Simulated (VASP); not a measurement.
# CdTe: the band gap, functional by functional, part 2 of 3

How does the band gap of CdTe depend on the functional? The starting structure is a measured crystal structure from the Crystallography Open Database. Cell and atoms stay as given. Meshes and data sets differ where the inputs say so.

VASP 6.6.1.

Results so far: LDA 0.547 eV; PBE 0.766 eV; r2SCAN 1.269 eV.

### Step 5. Bands with TB-mBJ

Level of this step: TB-mBJ; plane waves and PAW (Te, Cd) (VASP).

TB-mBJ is a local potential fitted to gaps: it costs far less than a hybrid but gives no energy. Its energies, forces and stress mean nothing.

INCAR reads:

```
SYSTEM = CdTe
PREC = Accurate
ENCUT = 350
EDIFF = 1E-06
NELM = 150
ISMEAR = 0
SIGMA = 0.03
LREAL = .FALSE.
ALGO = Normal
METAGGA = MBJ
LASPH = .TRUE.
NBANDS = 21
LORBIT = 11
LWAVE = .FALSE.
LCHARG = .FALSE.
KPAR = 4
```

POSCAR reads:

```
CdTe
1.0
    0.0000000000      3.2400000000      3.2400000000
    3.2400000000      0.0000000000      3.2400000000
    3.2400000000      3.2400000000      0.0000000000
Te Cd
1 1
Direct
    0.7500000000      0.7500000000      0.7500000000
    0.0000000000      0.0000000000      0.0000000000
```

KPOINTS reads:

```
Automatic mesh
0
Gamma
6 6 6
0 0 0
```

KPOINTS_OPT reads:

```
Line mode
10
Line-mode
Reciprocal
  0.00000000   0.00000000   0.00000000 GAMMA
  0.50000000   0.00000000   0.50000000 X

  0.50000000   0.00000000   0.50000000 X
  0.50000000   0.25000000   0.75000000 W

  0.50000000   0.25000000   0.75000000 W
  0.37500000   0.37500000   0.75000000 K

  0.37500000   0.37500000   0.75000000 K
  0.00000000   0.00000000   0.00000000 GAMMA

  0.00000000   0.00000000   0.00000000 GAMMA
  0.50000000   0.50000000   0.50000000 L

  0.50000000   0.50000000   0.50000000 L
  0.62500000   0.25000000   0.62500000 U

  0.62500000   0.25000000   0.62500000 U
  0.50000000   0.25000000   0.75000000 W

  0.50000000   0.25000000   0.75000000 W
  0.50000000   0.50000000   0.50000000 L

  0.50000000   0.50000000   0.50000000 L
  0.37500000   0.37500000   0.75000000 K

  0.62500000   0.25000000   0.62500000 U
  0.50000000   0.00000000   0.50000000 X
```

Potentials, in the order of the species: Te and Cd (PBE family, release 64).

On the command line:

```console
$ mpirun -np 4 vasp_std
```

The log of the run:

```text
[banner, memory and clock lines left out]
running    4 mpi-ranks, on    1 nodes
[...]
[... a notice as in an earlier step ...]

 LDA part: xc-table for (None), standard interpolation
 POSCAR, INCAR and KPOINTS ok, starting setup
[...]
entering main loop
       N       E                     dE             d eps       ncg     rms          rms(c)
DAV:   1     0.675808209521E+03    0.67581E+03   -0.66610E+03   704   0.541E+02
DAV:   2     0.594831553917E+03   -0.80977E+02   -0.77813E+02   790   0.167E+02
DAV:   3     0.592060131064E+03   -0.27714E+01   -0.27607E+01   800   0.311E+01
DAV:   4     0.592040223520E+03   -0.19908E-01   -0.19906E-01   760   0.244E+00
[...]
DAV:  40     0.593472873165E+03    0.20803E-03   -0.25769E-08   411   0.691E-04    0.646E-04
DAV:  41     0.593472907718E+03    0.34554E-04   -0.75538E-09   391   0.445E-04    0.569E-04
DAV:  42     0.593472907358E+03   -0.36068E-06   -0.10027E-09   411   0.165E-04
   1 F= 0.59347291E+03 E0= 0.59347291E+03  d E =-.327001E-18
 Start KPOINTS_OPT (optional k-point list driver)
k-point batch [1-16\100]
       N       E                     dE             ncg
DAV:   1     0.199476862461E+03   -0.51054E+04      736
DAV:   2    -0.105560073336E+04   -0.12551E+04      778
DAV:   3    -0.109605713285E+04   -0.40456E+02      813
DAV:   4    -0.109634628312E+04   -0.28915E+00      782
DAV:   5    -0.109635135838E+04   -0.50753E-02      842
DAV:   6    -0.109635148210E+04   -0.12372E-03      795
DAV:   7    -0.109635148566E+04   -0.35634E-05      745
DAV:   8    -0.109635148575E+04   -0.88592E-07      555
[...]
k-point batch [97-100\100]
       N       E                     dE             ncg
DAV:   1     0.576737278739E+04   -0.17730E+04      176
DAV:   2     0.543128771513E+04   -0.33609E+03      188
DAV:   3     0.541892115136E+04   -0.12367E+02      208
DAV:   4     0.541883356832E+04   -0.87583E-01      198
DAV:   5     0.541883216780E+04   -0.14005E-02      211
DAV:   6     0.541883213761E+04   -0.30195E-04      188
DAV:   7     0.541883213684E+04   -0.76998E-06      211
```

The job ended after 36 s (4 MPI ranks of Intel Xeon Platinum 8259CL at 2.50GHz (Skylake/Cascade Lake), shared host; peak memory 0.65 GiB; 2.4 min of CPU time).

OUTCAR, selected parts (step 5):

```text
  Total      -15.1347159    -15.1347159    -15.1347159      0.0000000      0.0000000      0.0000000
  in kB     -356.4674081   -356.4674081   -356.4674081      0.0000000      0.0000000      0.0000000
  external PRESSURE =    -356.4674081 kB  Pullay stress =       0.0000000 kB

 POSITION                                       TOTAL-FORCE (eV/Angst)
 -----------------------------------------------------------------------------------
      4.86000      4.86000      4.86000         0.000000      0.000000      0.000000
      0.00000      0.00000      0.00000        -0.000000     -0.000000     -0.000000
 -----------------------------------------------------------------------------------
    total drift:                               -0.000069     -0.000069     -0.000070

  FREE ENERGIE OF THE ION-ELECTRON SYSTEM (eV)
  ---------------------------------------------------
  free  energy   TOTEN  =       593.4729073577 eV

  energy  without entropy=      593.4729073577  energy(sigma->0) =      593.47290736

[... 2 parts as in an earlier step ...]

[... 1 further part left out ...]
[key lines of the parts left out:]
E-fermi :   2.6118
```

TB-mBJ gives a direct gap of 1.828 eV. The least gap is +1.281 eV from that of LDA.

### Step 6. Bands with LDA + spin-orbit coupling

Spin-orbit coupling is switched on in this step.

INCAR reads:

```
SYSTEM = CdTe
PREC = Accurate
ENCUT = 350
EDIFF = 1E-06
NELM = 100
ISMEAR = 0
SIGMA = 0.03
LREAL = .FALSE.
ALGO = Normal
GGA = CA
LNONCOLLINEAR = .TRUE.
MAGMOM = 0 0 0 0 0 0
NBANDS = 30
GGA_COMPAT = .FALSE.
LASPH = .TRUE.
LSORBIT = .TRUE.
LORBIT = 11
LWAVE = .FALSE.
LCHARG = .FALSE.
KPAR = 4
```

POSCAR is that of step 5.

KPOINTS is that of step 5.

KPOINTS_OPT is that of step 5.

Potentials, in the order of the species: Te and Cd (LDA family, release 64).

On the command line:

```console
$ mpirun -np 4 vasp_ncl
```

The log of the run:

```text
[... set-up lines as in an earlier step ...]
 entering main loop
       N       E                     dE             d eps       ncg     rms          rms(c)
DAV:   1     0.887514426388E+02    0.88751E+02   -0.64980E+03  1352   0.763E+02
DAV:   2    -0.228758810702E+01   -0.91039E+02   -0.87810E+02  1480   0.229E+02
DAV:   3    -0.636221821642E+01   -0.40746E+01   -0.40531E+01  1536   0.496E+01
DAV:   4    -0.641526662877E+01   -0.53048E-01   -0.53035E-01  1634   0.487E+00
[...]
DAV:  11    -0.616848089256E+01   -0.91042E-06   -0.17688E-05  1526   0.525E-02    0.226E-02
DAV:  12    -0.616848278848E+01   -0.18959E-05   -0.51006E-06  1574   0.178E-02    0.132E-02
DAV:  13    -0.616848264758E+01    0.14090E-06   -0.37470E-07   846   0.734E-03
   1 F= -.61684826E+01 E0= -.61684826E+01  d E =-.216332E-11  mag=     0.0000    -0.0000     0.0000
 Start KPOINTS_OPT (optional k-point list driver)
k-point batch [1-22\100]
       N       E                     dE             ncg
DAV:   1     0.373510615839E+03   -0.69963E+04     1352
DAV:   2    -0.160022933990E+04   -0.19737E+04     1488
DAV:   3    -0.168371202618E+04   -0.83483E+02     1616
DAV:   4    -0.168476886162E+04   -0.10568E+01     1722
DAV:   5    -0.168477855627E+04   -0.96947E-02     1576
DAV:   6    -0.168477880254E+04   -0.24627E-03     1720
DAV:   7    -0.168477880845E+04   -0.59080E-05     1430
DAV:   8    -0.168477880863E+04   -0.17726E-06     1112
[...]
k-point batch [89-100\100]
       N       E                     dE             ncg
DAV:   1     0.407353086189E+04   -0.52349E+04      728
DAV:   2     0.299615638966E+04   -0.10774E+04      822
DAV:   3     0.295254133983E+04   -0.43615E+02      890
DAV:   4     0.295203400232E+04   -0.50734E+00      906
DAV:   5     0.295202970477E+04   -0.42976E-02      884
DAV:   6     0.295202961124E+04   -0.93532E-04      908
DAV:   7     0.295202960889E+04   -0.23447E-05      788
DAV:   8     0.295202960883E+04   -0.66156E-07      550
```

Run time: 44 s. Hardware: 4 MPI ranks; peak memory 1 GiB; 2.8 min of CPU time.

OUTCAR, selected parts (step 6):

```text
  Total       -0.6026461     -0.6026461     -0.6026461      0.0000000      0.0000000      0.0000000
  in kB      -14.1941015    -14.1941015    -14.1941015      0.0000000      0.0000000      0.0000000
  external PRESSURE =     -14.1941015 kB  Pullay stress =       0.0000000 kB

 POSITION                                       TOTAL-FORCE (eV/Angst)
 -----------------------------------------------------------------------------------
      4.86000      4.86000      4.86000        -0.000000     -0.000000      0.000000
      0.00000      0.00000      0.00000         0.000000      0.000000     -0.000000
 -----------------------------------------------------------------------------------
    total drift:                                0.000000      0.000000      0.000000

  FREE ENERGIE OF THE ION-ELECTRON SYSTEM (eV)
  ---------------------------------------------------
  free  energy   TOTEN  =        -6.1684826476 eV

  energy  without entropy=       -6.1684826476  energy(sigma->0) =       -6.16848265

 magnetization (x)
# of ion       s       p       d       tot
------------------------------------------
    1        0.000  -0.000  -0.000  -0.000
    2       -0.000   0.000   0.000  -0.000
--------------------------------------------------
tot         -0.000  -0.000  -0.000  -0.000

 magnetization (y)
# of ion       s       p       d       tot
------------------------------------------
    1        0.000   0.000   0.000   0.000
    2        0.000   0.000  -0.000   0.000
--------------------------------------------------
tot          0.000   0.000  -0.000   0.000

 magnetization (z)
# of ion       s       p       d       tot
------------------------------------------
    1        0.000  -0.000  -0.000   0.000
    2       -0.000   0.000   0.000   0.000
--------------------------------------------------
tot         -0.000   0.000   0.000   0.000

[... 1 part as in an earlier step ...]

[... 2 further parts left out ...]
[key lines of the parts left out:]
E-fermi :   2.5898
```

LDA + spin-orbit coupling gives a direct gap of 0.270 eV. The least gap is -0.277 eV from that of LDA.

### Step 7. Bands with r2SCAN + spin-orbit coupling

Changes to INCAR since step 6:

```diff
@@ -9,3 +9,4 @@
 ALGO = Normal
-GGA = CA
+METAGGA = R2SCAN
+LASPH = .TRUE.
 LNONCOLLINEAR = .TRUE.
@@ -14,3 +15,2 @@
 GGA_COMPAT = .FALSE.
-LASPH = .TRUE.
 LSORBIT = .TRUE.
```

POSCAR is that of step 6.

KPOINTS is that of step 6.

KPOINTS_OPT is that of step 6.

PAW data sets: Te and Cd (PBE family, release 64).

On the command line:

```console
$ mpirun -np 4 vasp_ncl
```

The log of the run:

```text
[... set-up lines as in an earlier step ...]
 entering main loop
       N       E                     dE             d eps       ncg     rms          rms(c)
DAV:   1     0.437199591996E+02    0.43720E+02   -0.66539E+03  1360   0.779E+02
DAV:   2    -0.473668565219E+02   -0.91087E+02   -0.87867E+02  1474   0.230E+02
DAV:   3    -0.512760267229E+02   -0.39092E+01   -0.38896E+01  1528   0.491E+01
DAV:   4    -0.513163495456E+02   -0.40323E-01   -0.40315E-01  1626   0.444E+00
[...]
DAV:  14    -0.467411612823E+02   -0.42497E-05   -0.11314E-05  1434   0.391E-02    0.182E-02
DAV:  15    -0.467411597678E+02    0.15145E-05   -0.37560E-06  1512   0.275E-02    0.612E-03
DAV:  16    -0.467411597813E+02   -0.13505E-07   -0.12161E-07   822   0.250E-03
   1 F= -.46741160E+02 E0= -.46741160E+02  d E =-.363566E-17  mag=     0.0000     0.0000    -0.0000
 Start KPOINTS_OPT (optional k-point list driver)
k-point batch [1-22\100]
       N       E                     dE             ncg
DAV:   1     0.300608690894E+03   -0.70692E+04     1360
DAV:   2    -0.169184086044E+04   -0.19924E+04     1498
DAV:   3    -0.177097908363E+04   -0.79138E+02     1586
DAV:   4    -0.177182907966E+04   -0.85000E+00     1704
DAV:   5    -0.177183656068E+04   -0.74810E-02     1554
DAV:   6    -0.177183673937E+04   -0.17869E-03     1726
DAV:   7    -0.177183674302E+04   -0.36497E-05     1434
DAV:   8    -0.177183674312E+04   -0.98381E-07     1094
[...]
k-point batch [89-100\100]
       N       E                     dE             ncg
DAV:   1     0.403399404127E+04   -0.52744E+04      728
DAV:   2     0.294603582273E+04   -0.10880E+04      822
DAV:   3     0.290446343622E+04   -0.41572E+02      890
DAV:   4     0.290405537372E+04   -0.40806E+00      902
DAV:   5     0.290405199173E+04   -0.33820E-02      858
DAV:   6     0.290405192127E+04   -0.70459E-04      910
DAV:   7     0.290405191964E+04   -0.16320E-05      762
DAV:   8     0.290405191959E+04   -0.43134E-07      548
```

Elapsed: 3.8 min, on 4 MPI ranks; peak memory 1.1 GiB; 15 min of CPU time.

From OUTCAR (step 7):

```text
  Total        0.5919886      0.5919886      0.5919886     -0.0000000      0.0000000      0.0000000
  in kB       13.9430863     13.9430863     13.9430863     -0.0000000      0.0000000      0.0000000
  external PRESSURE =      13.9430863 kB  Pullay stress =       0.0000000 kB

 POSITION                                       TOTAL-FORCE (eV/Angst)
 -----------------------------------------------------------------------------------
      4.86000      4.86000      4.86000        -0.000000     -0.000000     -0.000000
      0.00000      0.00000      0.00000         0.000000      0.000000      0.000000
 -----------------------------------------------------------------------------------
    total drift:                                0.000000      0.000000      0.000000

  FREE ENERGIE OF THE ION-ELECTRON SYSTEM (eV)
  ---------------------------------------------------
  free  energy   TOTEN  =       -46.7411597813 eV

  energy  without entropy=      -46.7411597813  energy(sigma->0) =      -46.74115978

 magnetization (x)
# of ion       s       p       d       tot
------------------------------------------
    1        0.000   0.000   0.000   0.000
    2       -0.000   0.000   0.000   0.000
--------------------------------------------------
tot         -0.000   0.000   0.000   0.000

 magnetization (y)
# of ion       s       p       d       tot
------------------------------------------
    1        0.000   0.000   0.000   0.000
    2        0.000   0.000   0.000   0.000
--------------------------------------------------
tot          0.000   0.000   0.000   0.000

 magnetization (z)
# of ion       s       p       d       tot
------------------------------------------
    1        0.000   0.000   0.000   0.000
    2       -0.000  -0.000   0.000  -0.000
--------------------------------------------------
tot         -0.000  -0.000   0.000  -0.000

[... 2 parts as in an earlier step ...]

[... 1 further part left out ...]
[key lines of the parts left out:]
E-fermi :   2.5432
```

r2SCAN + spin-orbit coupling gives a direct gap of 1.003 eV. The least gap is -0.265 eV from that of r2SCAN.

### Step 8. Bands with TB-mBJ + spin-orbit coupling

Changes to INCAR since step 7:

```diff
@@ -4,3 +4,3 @@
 EDIFF = 1E-06
-NELM = 100
+NELM = 150
 ISMEAR = 0
@@ -9,3 +9,3 @@
 ALGO = Normal
-METAGGA = R2SCAN
+METAGGA = MBJ
 LASPH = .TRUE.
```

POSCAR is that of step 7.

KPOINTS is that of step 7.

KPOINTS_OPT is that of step 7.

On the command line:

```console
$ mpirun -np 4 vasp_ncl
```

The log of the run:

```text
[... set-up lines as in an earlier step ...]
 entering main loop
       N       E                     dE             d eps       ncg     rms          rms(c)
DAV:   1     0.684148595697E+03    0.68415E+03   -0.65402E+03  1360   0.761E+02
DAV:   2     0.595564912247E+03   -0.88584E+02   -0.85604E+02  1486   0.227E+02
DAV:   3     0.591956061223E+03   -0.36089E+01   -0.35910E+01  1528   0.465E+01
DAV:   4     0.591918271096E+03   -0.37790E-01   -0.37782E-01  1626   0.421E+00
[...]
DAV:  32     0.593340435612E+03    0.10188E-03   -0.37043E-09   660   0.506E-04    0.225E-04
DAV:  33     0.593340490861E+03    0.55248E-04   -0.23561E-09   660   0.319E-04    0.911E-05
DAV:  34     0.593340490854E+03   -0.70488E-08   -0.41564E-10   660   0.175E-04
   1 F= 0.59334049E+03 E0= 0.59334049E+03  d E =-.286104E-17  mag=    -0.0000     0.0000    -0.0000
 Start KPOINTS_OPT (optional k-point list driver)
k-point batch [1-22\100]
       N       E                     dE             ncg
DAV:   1     0.479009098226E+03   -0.68908E+04     1360
DAV:   2    -0.145820831971E+04   -0.19372E+04     1502
DAV:   3    -0.153386118201E+04   -0.75653E+02     1564
DAV:   4    -0.153464393992E+04   -0.78276E+00     1660
DAV:   5    -0.153465331897E+04   -0.93790E-02     1568
DAV:   6    -0.153465357262E+04   -0.25365E-03     1672
DAV:   7    -0.153465358033E+04   -0.77103E-05     1480
DAV:   8    -0.153465358061E+04   -0.28726E-06     1156
[...]
k-point batch [89-100\100]
       N       E                     dE             ncg
DAV:   1     0.412526185533E+04   -0.51832E+04      736
DAV:   2     0.307595533987E+04   -0.10493E+04      834
DAV:   3     0.303668899890E+04   -0.39266E+02      876
DAV:   4     0.303632213848E+04   -0.36686E+00      882
DAV:   5     0.303631744959E+04   -0.46889E-02      858
DAV:   6     0.303631732417E+04   -0.12542E-03      876
DAV:   7     0.303631731992E+04   -0.42512E-05      808
DAV:   8     0.303631731976E+04   -0.15906E-06      602
```

Elapsed: 1.9 min, on 4 MPI ranks; peak memory 1.2 GiB.

Parts of OUTCAR (step 8):

```text
  Total      -15.1364093    -15.1364093    -15.1364093     -0.0000000      0.0000000      0.0000000
  in kB     -356.5072930   -356.5072930   -356.5072930     -0.0000000      0.0000000      0.0000000
  external PRESSURE =    -356.5072930 kB  Pullay stress =       0.0000000 kB

 POSITION                                       TOTAL-FORCE (eV/Angst)
 -----------------------------------------------------------------------------------
      4.86000      4.86000      4.86000        -0.000000     -0.000000      0.000000
      0.00000      0.00000      0.00000         0.000000      0.000000     -0.000000
 -----------------------------------------------------------------------------------
    total drift:                               -0.000000     -0.000000     -0.000000

  FREE ENERGIE OF THE ION-ELECTRON SYSTEM (eV)
  ---------------------------------------------------
  free  energy   TOTEN  =       593.3404908539 eV

  energy  without entropy=      593.3404908539  energy(sigma->0) =      593.34049085

 magnetization (x)
# of ion       s       p       d       tot
------------------------------------------
    1       -0.000   0.000  -0.000  -0.000
    2        0.000   0.000   0.000   0.000
--------------------------------------------------
tot          0.000   0.000   0.000   0.000

 magnetization (y)
# of ion       s       p       d       tot
------------------------------------------
    1        0.000   0.000  -0.000   0.000
    2        0.000   0.000   0.000   0.000
--------------------------------------------------
tot          0.000   0.000  -0.000   0.000

 magnetization (z)
# of ion       s       p       d       tot
------------------------------------------
    1       -0.000   0.000  -0.000  -0.000
    2        0.000  -0.000   0.000   0.000
--------------------------------------------------
tot          0.000  -0.000   0.000   0.000

[... 2 parts as in an earlier step ...]

[... 1 further part left out ...]
[key lines of the parts left out:]
E-fermi :   2.8634
```

TB-mBJ + spin-orbit coupling gives a direct gap of 1.565 eV. The least gap is -0.263 eV from that of TB-mBJ.

(Continued in part 3 of 3.)

[Lines on the potential files, build, host, timing and source positions are cut from VASP's logs without a mark.]

[Logs are printed without paths, hosts, clocks, repeated set-up lines and the standing remarks that a program may print on its own settings, such as how far it seeks lower states.]

[Hosts, paths, dates, database ids (printed as entryN), source tags and the programs' standing remarks are cut or masked in the printed files.]
